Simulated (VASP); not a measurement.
Sb2Pd, 12 atoms in the cell. The structure is cubic, space group Pa-3 (No. 205). The conventional cell has a = 6.458 Å, b = 6.458 Å, c = 6.458 Å, α = 90.00°, β = 90.00°, γ = 90.00°. Around Sb (site symmetry 3) lie 3 Pd at 2.67 Å and 1 Sb at 2.89 Å. Pd (site symmetry -3) is surrounded by 6 Sb at 2.67 Å. 

* Program: VASP 6.6.1
* Task: relaxation of cell and atoms
* Functional: PBEsol
* Potentials or basis: VASP PAW PBE potentials, release 64 (Sb, Pd)
* Cutoff: 600 eV
* k mesh: 6 × 6 × 6
* Occupations: methfessel-paxton, width 0.1 eV
* Spin: no spin polarisation
* Further INCAR settings: ALGO = Normal; EDIFF = 1e-06; IBRION = 2; EDIFFG = -0.01; NSW = 90; ISIF = 3

Potentials or basis: VASP PAW PBE potentials, release 64 (Sb, Pd).

The run is started by

```console
$ cat potpaw_PBE.64/Sb/POTCAR potpaw_PBE.64/Pd/POTCAR > POTCAR
$ mpirun -np 4 vasp_std > vasp.out
```

Hardware: 4 MPI ranks on Intel(R) Xeon(R) 6975P-C (Granite Rapids) (shared host).

Task: How long does it take, and how much memory?

Result: It took 4.1 min on 4 MPI ranks on Intel(R) Xeon(R) 6975P-C (Granite Rapids), on a shared host, peak memory 0.63 GiB a rank. Counts: scf iterations 26, k points 24, ion steps 3.
